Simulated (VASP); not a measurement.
# BAs (relaxed from the rocksalt structure, space group Fm-3m): computed properties

These are r2SCAN meta-GGA, VASP's PBE PAW potentials (set 64) (plane waves; VASP) values and carry that method's errors.

For BAs, the space group is Fm-3m (225). The cell is a = 4.601 Å, b = 4.601 Å, c = 4.601 Å, α = 90.00°, β = 90.00°, γ = 90.00° and the volume per atom is 12.18 Å³/atom. The band gap (over mesh and band path) is none (metal, semimetal or under 0.01 eV) and the density is 5.85 g/cm³.

AsB is modelled in the cubic space group Fm-3m (No. 225), the rock salt structure, Pearson symbol cF8. Conventional cell: a = 4.601 Å, b = 4.601 Å, c = 4.601 Å, α = 90.00°, β = 90.00°, γ = 90.00°. As on 4a is coordinated by 6 B at 2.301 Å (octahedral). B on 4b is surrounded by 6 As at 2.301 Å (octahedral). (Neighbours: up to the widest gap in distance over summed covalent radii, below 1.35, at either atom.)
(The calculation used a cell of 2 atoms; values per cell refer to that cell.)

The structure was generated: BAs was put into the rocksalt type (Fm-3m), which need not be its known phase. It was relaxed first, which changed the volume by +13 %. Symmetry was kept, so distortions that lower it aren't found.
